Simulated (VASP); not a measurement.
Data:

```
In
1.0
   -1.62500     1.62500     2.47500
    1.62500    -1.62500     2.47500
    1.62500     1.62500    -2.47500
In
1
Cartesian
  0.00000   0.00000   0.00000
```

Level of theory: vdW-DF-cx, VASP's PBE PAW potentials (set 64) (plane waves; VASP). Run with 520 eV cut-off, 14×14×14 Γ-centred mesh, first-order Methfessel-Paxton smearing of 0.10 eV, potentials In_d.

Task: The ions, cell shape and volume are relaxed. Give the cell that the relaxation ends in.

Result: 
```
In
1.0
   -1.61158     1.61158     2.48596
    1.61158    -1.61158     2.48596
    1.61158     1.61158    -2.48596
In
1
Direct
  0.00000   0.00000   0.00000
```
Space group I4/mmm (139), at a tolerance of 0.03 Å.

Task: How do energy and volume change from the first to the last step?

Result: The energy (σ→0) changes by -0.9 meV/atom and the volume by -1.2 %, in 9 ionic steps.

```
step  E(σ→0) (eV)  max force (eV/Å)  pressure (GPa)  volume (Å³)
----  -----------  ----------------  --------------  -----------
1          0.4320             0.000           -0.54        26.14
2          0.4312             0.000            0.01        25.81
3          0.4312             0.000            0.06        25.77
4          0.4312             0.000            0.09        25.75
5          0.4311             0.000            0.09        25.76
6          0.4311             0.000            0.08        25.77
7          0.4311             0.000            0.07        25.77
8          0.4311             0.000            0.07        25.77
9          0.4310             0.000           -0.03        25.83
```

The compound is In in the bct structure. This run relaxes it. Symmetry was kept, so distortions that lower it aren't found.
